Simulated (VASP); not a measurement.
Energy against volume of Hf (hcp). Level of theory: r2SCAN+rVV10, VASP's PBE PAW potentials (set 64) (plane waves; VASP 6.6.1). Numerical set-up: 520 eV cut-off, 13×13×7 Γ-centred mesh, first-order Methfessel-Paxton smearing of 0.10 eV, potentials Hf_pv.

Shape and ions are relaxed at each volume.

```json
[
 {"V (Å³/atom)": "20.766", "E (eV/atom)": "-44.94464"},
 {"V (Å³/atom)": "21.428", "E (eV/atom)": "-44.96834"},
 {"V (Å³/atom)": "22.091", "E (eV/atom)": "-44.97567"},
 {"V (Å³/atom)": "22.754", "E (eV/atom)": "-44.96878"}
]
```

Task: Fit these four points and predict the energy of the run at 23.416 Å³/atom.

Result: A cubic in V^(−2/3), the third-order Birch-Murnaghan form, passes through the four points with V0 = 22.09 Å³/atom and B0 = 114 GPa, and gives -44.9496 eV/atom there. The run gave -44.9492 eV/atom, +0.4 meV/atom from the fit; all five points give B0 = 115 GPa.

The compound is Hf in the hcp structure. It was relaxed first.
